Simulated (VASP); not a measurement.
# PdC18 in VASP: a series of runs

Runs on PdC18. Level: PBE. Tasks: single point.

All numbers are computed with VASP 6.6.1; they aren't measurements. Logs are shortened: lines on timing, memory, paths and dates and some standing lists are left out, and cuts for length are marked.

## 1. Starting point

The cell holds a slab with vacuum, 19 atoms: a = 7.398 Å, b = 7.398 Å, c = 13.000 Å, α = 90.00°, β = 90.00°, γ = 120.00°.

The cell was built by a generator and needn't be a form met in nature.

## 2. Single point, PBE

File INCAR:

```
SYSTEM = PdC18
PREC = Accurate ; ENCUT = 520
EDIFF = 1E-6 ; ISMEAR = 0
SIGMA = 0.02 ; LREAL = Auto
LASPH = .True. ; NELM = 60
ALGO = Normal ; ISIF = 2
LWAVE = .False. ; LCHARG = .False.
GGA = PE ; NBANDS = 56
```

File KPOINTS:

```
Automatic mesh
0
Gamma
  2 2 1
  0 0 0
```

File POSCAR:

```
PdC18
1.0
    7.3980000000      0.0000000000      0.0000000000
   -3.6990000000      6.4068560000      0.0000000000
    0.0000000000      0.0000000000     13.0000000000
C Pd
18 1
Direct
    0.0032491156      0.0067577607      0.0760296154
    0.2242532980      0.1152524733      0.0745911538
    0.0028545462      0.3390424258      0.0726524615
    0.2243847269      0.4487697242      0.0744892308
    0.0035556219      0.6718206247      0.0777055385
    0.2241925161      0.7817183655      0.0767070769
    0.3360260737      0.0053854808      0.0759056154
    0.5576658419      0.1152524733      0.0745911538
    0.3357355005      0.3383650265      0.0737695385
    0.5562168350      0.4457670033      0.0756215385
    0.3349316695      0.6718206247      0.0777055385
    0.5566933871      0.7828220269      0.0823269231
    0.6701754470      0.0067577607      0.0760296154
    0.8912485573      0.1158304479      0.0727118462
    0.6692961926      0.3383650265      0.0737695385
    0.8910516639      0.4487697242      0.0744892308
    0.6684475454      0.6702284241      0.0827166154
    0.8927953065      0.7828220269      0.0823269231
    0.6979670164      0.7292673661      0.2412454615
```

Potentials or basis: VASP PAW PBE potentials, release 64 (C, Pd).

On the command line:

```sh
$ cat potpaw_PBE.64/C/POTCAR potpaw_PBE.64/Pd/POTCAR > POTCAR
$ mpirun -np 1 vasp_std > vasp.out
```

OUTCAR:

```text
SYSTEM = PdC18
   PREC = Accurate
   ENCUT = 520
   EDIFF = 1E-6
   ISMEAR = 0
   LREAL = Auto
   LASPH = .True.
   NELM = 60
   ISIF = 2
   GGA = PE

 ion  position               nearest neighbor table
   1  0.003  0.007  0.076-   2 1.42  14 1.42  18 1.44
   2  0.224  0.115  0.075-   1 1.42   7 1.42   9 1.43
   3  0.003  0.339  0.073-  16 1.42   4 1.42  14 1.43
   4  0.224  0.449  0.074-   3 1.42   9 1.42  11 1.43
   5  0.004  0.672  0.078-   6 1.41  18 1.42  16 1.43
   6  0.224  0.782  0.077-   5 1.41  11 1.41   7 1.43
   7  0.336  0.005  0.076-   2 1.42   8 1.42   6 1.43
   8  0.558  0.115  0.075-  13 1.42   7 1.42  15 1.43
   9  0.336  0.338  0.074-  10 1.41   4 1.42   2 1.43
  10  0.556  0.446  0.076-  15 1.41   9 1.41  17 1.44
  11  0.335  0.672  0.078-   6 1.41  12 1.42   4 1.43
  12  0.557  0.783  0.082-  11 1.42  13 1.44  17 1.44  19 2.44
  13  0.670  0.007  0.076-   8 1.42  14 1.42  12 1.44
  14  0.891  0.116  0.073-  13 1.42   1 1.42   3 1.43
  15  0.669  0.338  0.074-  10 1.41  16 1.42   8 1.43
  16  0.891  0.449  0.074-   3 1.42  15 1.42   5 1.43
  17  0.668  0.670  0.083-  12 1.44  18 1.44  10 1.44  19 2.10
  18  0.893  0.783  0.082-   5 1.42   1 1.44  17 1.44  19 2.44
  19  0.698  0.729  0.241-  17 2.10  18 2.44  12 2.44

  LATTYP: Found a hexagonal cell.
 ALAT       =     7.3980000000
 C/A-ratio  =     1.7572316842

  Lattice vectors:

 A1 = (   7.3980000000,   0.0000000000,   0.0000000000)
 A2 = (  -3.6990000000,   6.4068560000,   0.0000000000)
 A3 = (   0.0000000000,   0.0000000000,  13.0000000000)

Analysis of symmetry for initial positions (statically):
=====================================================================
 Subroutine PRICEL returns:
 Original cell was already a primitive cell.

 Routine SETGRP: Setting up the symmetry group for a
 hexagonal supercell.

 Subroutine GETGRP returns: Found  2 space group operations
 (whereof  1 operations were pure point group operations)
 out of a pool of 24 trial point group operations.

The static configuration has the point symmetry C_1 .
 The point group associated with its full space group is C_1h.

Analysis of symmetry for dynamics (positions and initial velocities):
=====================================================================
 Subroutine PRICEL returns:
 Original cell was already a primitive cell.

 Routine SETGRP: Setting up the symmetry group for a
 hexagonal supercell.

 Subroutine GETGRP returns: Found  2 space group operations
 (whereof  1 operations were pure point group operations)
 out of a pool of 24 trial point group operations.

The dynamic configuration has the point symmetry C_1 .
 The point group associated with its full space group is C_1h.

 Subroutine INISYM returns: Found  2 space group operations
 (whereof  1 operations are pure point group operations),
 and found     1 'primitive' translations

----------------------------------------------------------------------------------------

                                     Primitive cell

  volume of cell :     616.1730

  direct lattice vectors                    reciprocal lattice vectors
     7.398000000  0.000000000  0.000000000     0.135171668  0.078041398  0.000000000
    -3.699000000  6.406856000  0.000000000     0.000000000  0.156082796  0.000000000
     0.000000000  0.000000000 13.000000000     0.000000000  0.000000000  0.076923077

  length of vectors
     7.398000000  7.398000054 13.000000000     0.156082797  0.156082796  0.076923077

  position of ions in fractional coordinates (direct lattice)
     0.003249116  0.006757761  0.076029615
     0.224253298  0.115252473  0.074591154
     0.002854546  0.339042426  0.072652461
     0.224384727  0.448769724  0.074489231
     0.003555622  0.671820625  0.077705538
     0.224192516  0.781718365  0.076707077
[... 11 lines left out ...]
     0.892795306  0.782822027  0.082326923
     0.697967016  0.729267366  0.241245462

  ion indices of the primitive-cell ions
   primitive index   ion index
                 1           1
                 2           2
                 3           3
                 4           4
                 5           5
                 6           6
[... 11 lines left out ...]
                18          18
                19          19

----------------------------------------------------------------------------------------

 KPOINTS: Automatic mesh

Automatic generation of k-mesh.
 Grid dimensions read from file:
 generate k-points for:    2    2    1

 Generating k-lattice:

  Cartesian coordinates                     Fractional coordinates (reciprocal lattice)
     0.067585834  0.039020699  0.000000000     0.500000000 -0.000000000  0.000000000
     0.000000000  0.078041398  0.000000000     0.000000000  0.500000000  0.000000000
     0.000000000  0.000000000  0.076923077     0.000000000  0.000000000  1.000000000

  Length of vectors
     0.078041399  0.078041398  0.076923077

  Shift w.r.t. Gamma in fractional coordinates (k-lattice)
     0.000000000  0.000000000  0.000000000

 Subroutine IBZKPT returns following result:
 ===========================================

 Found      3 irreducible k-points:

 Following reciprocal coordinates:
            Coordinates               Weight
  0.000000  0.000000  0.000000      1.000000
  0.500000  0.000000  0.000000      2.000000
  0.000000  0.500000  0.000000      1.000000
   k-points           NKPTS =      3   k-points in BZ     NKDIM =      3   number of bands    NBANDS=     56
   number of dos      NEDOS =    301   number of ions     NIONS =     19
   total plane-waves  NPLWV = 307328
   dimension x,y,z NGX =    56 NGY =   56 NGZ =   98
   dimension x,y,z NGXF=   112 NGYF=  112 NGZF=  196
   ions per type =              18   1
   NGX,Y,Z   is equivalent  to a cutoff of  12.58, 12.58, 12.53 a.u.
   NGXF,Y,Z  is equivalent  to a cutoff of  25.17, 25.17, 25.06 a.u.
 SYSTEM =  PdC18
   PREC   = accura    normal or accurate (medium, high low for compatibility)
   ISTART =      0    job   : 0-new  1-cont  2-samecut
   ICHARG =      2    charge: 1-file 2-atom 10-const
   ISPIN  =      1    spin polarized calculation?
   LNONCOLLINEAR =      F non collinear calculations
   LSORBIT =      F    spin-orbit coupling
   LASPH  =      T    aspherical Exc in radial PAW
   ENCUT  =  520.0 eV  38.22 Ry    6.18 a.u.  13.76 13.76 24.17*2*pi/ulx,y,z
   NELM   =     60;   NELMIN=  2; NELMDL= -5     # of ELM steps
   EDIFF  = 0.1E-05   stopping-criterion for ELM
   LREAL  =      T    real-space projection
   EDIFFG = 0.1E-04   stopping-criterion for IOM
   NSW    =      0    number of steps for IOM
   IBRION =     -1    ionic relax: 0-MD 1-quasi-New 2-CG
   NFREE  =      0    steps in history (QN), initial steepest desc. (CG)
   ISIF   =      2    stress and relaxation
   ISYM   =      2    0-nonsym 1-usesym 2-fastsym
   POTIM  = 0.5000    time-step for ionic-motion
   TEBEG  =    0.0;   TEEND  =   0.0 temperature during run
   PSTRESS=    0.0 pullay stress
   NELECT =      82.0000    total number of electrons
   NUPDOWN=      -1.0000    fix difference up-down
   EMIN   =  10.00;   EMAX   =-10.00  energy-range for DOS
   EFERMI =   0.00;   METHOD = LEGACY
   ISMEAR =     0;   SIGMA  =   0.02  broadening in eV -4-tet -1-fermi 0-gaus
   EFERMI_NEDOS =   21; number of points for ismear=-14 and -15
   IALGO  =     38    algorithm
   IMIX   =      4    mixing-type and parameters
     AMIX     =   0.40;   BMIX     =  1.00
     AMIX_MAG =   1.60;   BMIX_MAG =  1.00
  volume/ion in A,a.u.               =      32.43       218.85
  Fermi-wavevector in a.u.,A,eV,Ry     =   0.835818  1.579468  9.504925  0.698592
  Thomas-Fermi vector in A             =   1.949440
   LORBIT       =      0    0 simple, 1 ext, 2 COOP (PROOUT), +10 PAW based schemes
   GGA     = PE    functional components
   LHFCALC =     F    Hartree Fock is set to
   AEXX    =    0.0000 exact exchange contribution
   IVDW    =     0    specifies the selected vdW correction
   LEPSILON=     F    determine dielectric tensor
   LRPA    =     F    only Hartree local field effects (RPA)
 non-spin polarized calculation
 Gauss-broadening in eV      SIGMA  =   0.02
  energy-cutoff  :      520.00
  volume of cell :      616.17
 maximum number of plane-waves:     16651
 NGX is ok and might be reduce to    56
   NGX = 27   NGY = 27   NGZ = 49

 number of electron      82.0000001 magnetization

 Free energy of the ion-electron system (eV)
  ---------------------------------------------------
  ext. energy  EPLUGINS =         0.00000000
  ---------------------------------------------------
  free energy    TOTEN  =      -168.24579835 eV

  energy without entropy =     -168.24579835  energy(sigma->0) =     -168.24579835

 E-fermi :  -1.1324     XC(G=0):  -3.8235

 val. band max:       -1.2207949188   @ k =   0.0000   0.0000   0.0000
 cond. band min:      -1.0433886398   @ k =   0.0000   0.0000   0.0000
 fundamental gap:      0.1774062790
 Fermi energy:        -1.1323805601

 k-point     1 :       0.0000    0.0000    0.0000
  band No.  band energies     occupation
      1     -20.8706      2.00000
      2     -18.4837      2.00000
      3     -18.2984      2.00000
      4     -18.2566      2.00000
      5     -18.2246      2.00000
      6     -18.2124      2.00000
[... 45 lines left out ...]
     52       3.6604      0.00000
     53       3.7127      0.00000

 k-point     2 :       0.5000    0.0000    0.0000
  band No.  band energies     occupation
      1     -20.2749      2.00000
      2     -20.1583      2.00000
      3     -18.9544      2.00000
      4     -18.8763      2.00000
      5     -16.5192      2.00000
      6     -16.4439      2.00000
[... 45 lines left out ...]
     52       3.5808      0.00000
     53       3.9066      0.00000

 k-point     3 :       0.0000    0.5000    0.0000
  band No.  band energies     occupation
      1     -20.2779      2.00000
      2     -20.1531      2.00000
      3     -18.9413      2.00000
      4     -18.8945      2.00000
      5     -16.5183      2.00000
      6     -16.4381      2.00000
[... 45 lines left out ...]
     52       3.5734      0.00000
     53       3.9012      0.00000
 [bands above 53 left out]

------------------------ aborting loop because EDIFF is reached ----------------------------------------

  FORCE on cell =-STRESS in cart. coord.  units (eV):
  Direction    XX          YY          ZZ          XY          YZ          ZX
  --------------------------------------------------------------------------------------
  -------------------------------------------------------------------------------------
  Total        1.1083905      7.6929057     -0.0825752      0.0000000      0.0364666      0.0000000
  in kB        2.8820448     20.0031481     -0.2147127      0.0000000      0.0948208      0.0000000
  external PRESSURE =       7.5568267 kB  Pullay stress =       0.0000000 kB

 VOLUME and BASIS-vectors are now :
 -----------------------------------------------------------------------------
  energy-cutoff  :      520.00
  volume of cell :      616.17
      direct lattice vectors                 reciprocal lattice vectors
     7.398000000  0.000000000  0.000000000     0.135171668  0.078041398  0.000000000
    -3.699000000  6.406856000  0.000000000     0.000000000  0.156082796  0.000000000
     0.000000000  0.000000000 13.000000000     0.000000000  0.000000000  0.076923077

 POSITION                                       TOTAL-FORCE (eV/Angst)
 -----------------------------------------------------------------------------------
     -0.00096      0.04330      0.98839         0.020021     -0.009933     -0.004149
      1.23271      0.73841      0.96968        -0.002495     -0.007479     -0.001404
     -1.23300      2.17220      0.94448        -0.000000      0.012779     -0.000504
     -0.00000      2.87520      0.96836        -0.026583     -0.018361      0.001768
     -2.45876      4.30426      1.01017         0.026252      0.014619      0.001120
     -1.23300      5.00836      0.99719        -0.000000     -0.018314     -0.004306
[... 11 lines left out ...]
      3.70924      5.01543      1.07025         0.006693      0.023032      0.010854
      2.46600      4.67231      3.13619         0.000000      0.012477      0.015987
 -----------------------------------------------------------------------------------
    total drift:                               -0.000157     -0.002381      0.042778

  FREE ENERGIE OF THE ION-ELECTRON SYSTEM (eV)
  ---------------------------------------------------
  free  energy   TOTEN  =      -168.2457983519 eV

  energy  without entropy=     -168.2457983519  energy(sigma->0) =     -168.24579835
```

Wall time 5 min (1 thread of Intel Xeon Platinum 8259CL at 2.50GHz (Skylake/Cascade Lake), shared host); peak memory 0.62 GiB.

Results:

- Free energy: -168.2458 eV
- Largest force: 0.032 eV/Å
- Band gap on the k mesh: 0.18 eV, direct

Forces in eV/Å, atoms in the order of the input:
```
C    0.020 -0.010 -0.004
C   -0.002 -0.007 -0.001
C    0.000  0.013 -0.001
C   -0.027 -0.018  0.002
C    0.026  0.015  0.001
C    0.000 -0.018 -0.004
C    0.000  0.013 -0.003
C    0.002 -0.007 -0.001
C   -0.005 -0.011 -0.001
C    0.000 -0.001 -0.010
C   -0.026  0.015  0.001
C   -0.007  0.023  0.011
C   -0.020 -0.010 -0.004
C    0.000  0.002 -0.006
C    0.005 -0.011 -0.001
C    0.027 -0.018  0.002
C    0.000 -0.003 -0.007
C    0.007  0.023  0.011
Pd   0.000  0.012  0.016
```

Caveat: the k mesh is coarse (spacing up to 0.49 Å⁻¹), so the values aren't converged. Expect the measured gap to be larger: semilocal functionals such as PBE lack the derivative discontinuity.

[end of part 1 of 2]
